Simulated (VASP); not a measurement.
Output of a VASP run:

### OSZICAR
```
       N       E                     dE             d eps       ncg     rms          rms(c)
DAV:   1     0.199036055007E+03    0.19904E+03   -0.18026E+04  1056   0.153E+03
DAV:   2    -0.555034484958E+02   -0.25454E+03   -0.24957E+03  1200   0.365E+02
DAV:   3    -0.696064194144E+02   -0.14103E+02   -0.14056E+02  1290   0.863E+01
DAV:   4    -0.697559209353E+02   -0.14950E+00   -0.14945E+00  1212   0.910E+00
DAV:   5    -0.697585310528E+02   -0.26101E-02   -0.26100E-02  1308   0.113E+00    0.108E+01
DAV:   6    -0.626867307965E+02    0.70718E+01   -0.73861E+00  1194   0.379E+01    0.119E+01
DAV:   7    -0.603829055804E+02    0.23038E+01   -0.87407E-01  1098   0.975E+00    0.869E+00
DAV:   8    -0.615585956833E+02   -0.11757E+01   -0.70255E-01  1056   0.884E+00    0.114E+00
DAV:   9    -0.584160257060E+02    0.31426E+01   -0.13591E+00  1080   0.848E+00    0.107E+00
DAV:  10    -0.588837007503E+02   -0.46768E+00   -0.16657E-01  1056   0.319E+00    0.766E-01
DAV:  11    -0.588800472954E+02    0.36535E-02   -0.19821E-03  1320   0.342E-01    0.761E-01
DAV:  12    -0.588855064726E+02   -0.54592E-02   -0.46173E-05  1140   0.536E-02    0.745E-01
DAV:  13    -0.591045842839E+02   -0.21908E+00   -0.49252E-02  1056   0.164E+00    0.405E-01
DAV:  14    -0.593794948763E+02   -0.27491E+00   -0.26874E-01  1152   0.344E+00    0.612E-01
DAV:  15    -0.593739520706E+02    0.55428E-02   -0.10254E-02  1206   0.707E-01    0.501E-01
DAV:  16    -0.593645742758E+02    0.93778E-02   -0.60486E-03  1080   0.584E-01    0.158E-01
DAV:  17    -0.593809201025E+02   -0.16346E-01   -0.14718E-02  1086   0.740E-01    0.403E-01
DAV:  18    -0.593817858199E+02   -0.86572E-03   -0.51708E-03  1092   0.632E-01    0.179E-01
DAV:  19    -0.593820062068E+02   -0.22039E-03   -0.35102E-03  1086   0.351E-01    0.953E-02
DAV:  20    -0.593822671387E+02   -0.26093E-03   -0.17304E-04  1158   0.134E-01    0.559E-02
DAV:  21    -0.593824164059E+02   -0.14927E-03   -0.28392E-04  1110   0.137E-01    0.840E-02
DAV:  22    -0.593824783617E+02   -0.61956E-04   -0.14964E-04  1074   0.994E-02    0.342E-02
DAV:  23    -0.593825074870E+02   -0.29125E-04   -0.38304E-05  1068   0.524E-02    0.258E-02
DAV:  24    -0.593825050697E+02    0.24173E-05   -0.94606E-06  1092   0.276E-02    0.191E-02
DAV:  25    -0.593825103630E+02   -0.52933E-05   -0.18341E-06  1086   0.155E-02    0.130E-02
DAV:  26    -0.593825094577E+02    0.90535E-06   -0.24183E-06  1068   0.154E-02    0.769E-03
DAV:  27    -0.593825098837E+02   -0.42598E-06   -0.14088E-06  1092   0.891E-03    0.436E-03
DAV:  28    -0.593825099182E+02   -0.34504E-07   -0.10134E-07   822   0.284E-03
   1 F= -.59382510E+02 E0= -.59382510E+02  d E =0.000000E+00
       N       E                     dE             ncg
       N       E                     dE             ncg
       N       E                     dE             ncg
```

File OUTCAR:
```
------------------------ aborting loop because EDIFF is reached ----------------------------------------
  FORCE on cell =-STRESS in cart. coord.  units (eV):
  Direction    XX          YY          ZZ          XY          YZ          ZX
  --------------------------------------------------------------------------------------
  Total       -0.0076748     -0.0076748      0.0142255      0.0000000     -0.0000000     -0.0000000
  in kB       -0.1204225     -0.1204224      0.2232072      0.0000000     -0.0000000     -0.0000000
  external PRESSURE =      -0.0058792 kB  Pullay stress =       0.0000000 kB
  volume of cell :      102.11
      direct lattice vectors                 reciprocal lattice vectors
     2.085877526 -3.612845677  0.000000000     0.239707267 -0.138395062  0.000000000
     2.085877526  3.612845677  0.000000000     0.239707267  0.138395062  0.000000000
     0.000000000  0.000000000  6.774866917     0.000000000  0.000000000  0.147604375
  FREE ENERGIE OF THE ION-ELECTRON SYSTEM (eV)
  ---------------------------------------------------
  free  energy   TOTEN  =       -59.3825099182 eV

  energy  without entropy=      -59.3825099182  energy(sigma->0) =      -59.38250992

 total charge

# of ion       s       p       d       tot
------------------------------------------
    1        0.399   0.303   9.582  10.284
    2        0.399   0.303   9.582  10.284
    3        1.311   2.422   0.000   3.733
    4        1.311   2.422   0.000   3.733
--------------------------------------------------
tot          3.420   5.452  19.164  28.035
```
(Selected blocks of OUTCAR.)

POSCAR:
```
CdS
1
    2.0858775257    -3.6128456773     0.0000000000
    2.0858775257     3.6128456773     0.0000000000
    0.0000000000     0.0000000000     6.7748669168
Cd S
2 2
Direct
  0.6666670000   0.3333330000   0.4999786628
  0.3333330000   0.6666670000   0.9999786628
  0.6666670000   0.3333330000   0.8770213372
  0.3333330000   0.6666670000   0.3770213372
```

Write an INCAR and KPOINTS that could have produced this output.

Several could match; the one computed here: the input of the run itself, r2SCAN meta-GGA, plane waves, VASP's PBE PAW potentials (set 64).

**KPOINTS_OPT**
```
k-points along high-symmetry lines
6
Line-mode
Reciprocal
  0.000000   0.000000   0.000000 ! GAMMA
  0.000000   0.500000   0.000000 ! M

  0.000000   0.500000   0.000000 ! M
 -0.333333   0.666667   0.000000 ! K

 -0.333333   0.666667   0.000000 ! K
  0.000000   0.000000   0.000000 ! GAMMA

  0.000000   0.000000   0.000000 ! GAMMA
  0.000000   0.000000   0.500000 ! A

  0.000000   0.000000   0.500000 ! A
  0.000000   0.500000   0.500000 ! L

  0.000000   0.500000   0.500000 ! L
 -0.333333   0.666667   0.500000 ! H

 -0.333333   0.666667   0.500000 ! H
  0.000000   0.000000   0.500000 ! A

  0.000000   0.500000   0.500000 ! L
  0.000000   0.500000   0.000000 ! M

 -0.333333   0.666667   0.500000 ! H
 -0.333333   0.666667   0.000000 ! K
```

**INCAR**
```
ALGO=Normal
EDIFF=1E-7
ENCUT=520
ISIF=2
ISMEAR=-5
LASPH=.True.
LCHARG=.False.
LEFG=.True.
LMAXMIX=4
LMIXTAU=.True.
LORBIT=11
LREAL=.False.
LWAVE=.False.
METAGGA=R2SCAN
NEDOS=601
NELM=100
PREC=Accurate
SYSTEM=CdS
```

### KPOINTS
```
Automatic mesh
0
Gamma
7 7 4
0 0 0
```

POTCAR, in this order: Cd S (PBE.64 set). Program: vasp_std.

The compound is CdS in the wurtzite structure. It was relaxed first.
